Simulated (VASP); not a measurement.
Here is a VASP 6.6.1 calculation.

Contents of INCAR:

```
SYSTEM = SrTiC2
PREC = Accurate
ENCUT = 600
EDIFF = 1E-6
ISMEAR = 0
SIGMA = 0.05
LREAL = .False.
LASPH = .True.
NELM = 60
ALGO = Normal
ISIF = 3
LWAVE = .False.
LCHARG = .False.
GGA = PE
IBRION = 2
NSW = 60
EDIFFG = -0.005
```

Contents of KPOINTS:

```
Automatic mesh
0
Gamma
  7 7 6
  0 0 0
```

The input POSCAR:

```
SrTiC2
1.0
    3.6930810400      0.0000000000      0.0000000000
    0.0000000000      3.6930810400      0.0000000000
    0.0000000000      0.0000000000      5.0075477400
Sr Ti C
1 1 2
Direct
    0.5000000000      0.5000000000      0.5000000000
    0.0000000000      0.0000000000      0.0000000000
    0.0000000000      0.0000000000      0.5000000000
    0.5000000000      0.5000000000      0.0000000000
```

Potentials or basis: VASP PAW PBE potentials, release 64 (Sr_sv, Ti_sv, C).

Command:

```bash
$ cat potpaw_PBE.64/Sr_sv/POTCAR potpaw_PBE.64/Ti_sv/POTCAR potpaw_PBE.64/C/POTCAR > POTCAR
$ mpirun -np 1 vasp_std > vasp.out
```

(1) Estimate the relaxed volume.

(2) Estimate the band gap on the k mesh.

Answers

(1) 14.43 Å³/atom.

(2) none (metal or under the smearing width).

Caveat: the volume moved by over 15 % at a fixed basis, so the end points are rough.
